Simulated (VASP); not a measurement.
OSZICAR of a VASP run on SiC (wurtzite):

OSZICAR:
```
       N       E                     dE             d eps       ncg     rms          rms(c)
DAV:   1     0.368908489735E+02    0.36891E+02   -0.74339E+03   576   0.119E+03
DAV:   2    -0.301887997827E+02   -0.67080E+02   -0.61469E+02   836   0.187E+02
DAV:   3    -0.333955874772E+02   -0.32068E+01   -0.31867E+01   752   0.418E+01
DAV:   4    -0.334388931577E+02   -0.43306E-01   -0.43262E-01   744   0.554E+00
DAV:   5    -0.334397114819E+02   -0.81832E-03   -0.81813E-03   744   0.738E-01    0.116E+01
DAV:   6    -0.301202553669E+02    0.33195E+01   -0.10357E+01   708   0.201E+01    0.511E+00
DAV:   7    -0.300620540644E+02    0.58201E-01   -0.78883E-01   736   0.591E+00    0.232E+00
DAV:   8    -0.300474832449E+02    0.14571E-01   -0.42467E-02   656   0.157E+00    0.533E-01
DAV:   9    -0.300468890794E+02    0.59417E-03   -0.61072E-03   716   0.603E-01    0.133E-01
DAV:  10    -0.300471822144E+02   -0.29314E-03   -0.86525E-04   676   0.204E-01    0.565E-02
DAV:  11    -0.300471952781E+02   -0.13064E-04   -0.16419E-04   688   0.948E-02    0.126E-02
DAV:  12    -0.300471964956E+02   -0.12174E-05   -0.58156E-06   716   0.197E-02    0.341E-03
DAV:  13    -0.300471970433E+02   -0.54777E-06   -0.29697E-07   428   0.474E-03
   1 F= -.30047197E+02 E0= -.30047197E+02  d E =0.000000E+00
```

Q: Which electronic solver shows in the log?

A: It is blocked Davidson (ALGO = Normal, or the opening steps of other solvers). The INCAR had ALGO = Normal.

Q: Can the final energy be trusted as converged?

A: The run converged. It stopped with EDIFF = 1E-6, NELM = 100 (PBE GGA, plane waves, VASP's PBE PAW potentials (set 64)).

The compound is SiC in the wurtzite structure, the rare 2H polytype. The cell was not relaxed at this level. The run is one of a series of settings (ISMEAR = -5, SIGMA removed against the base run), some of them coarse on purpose.
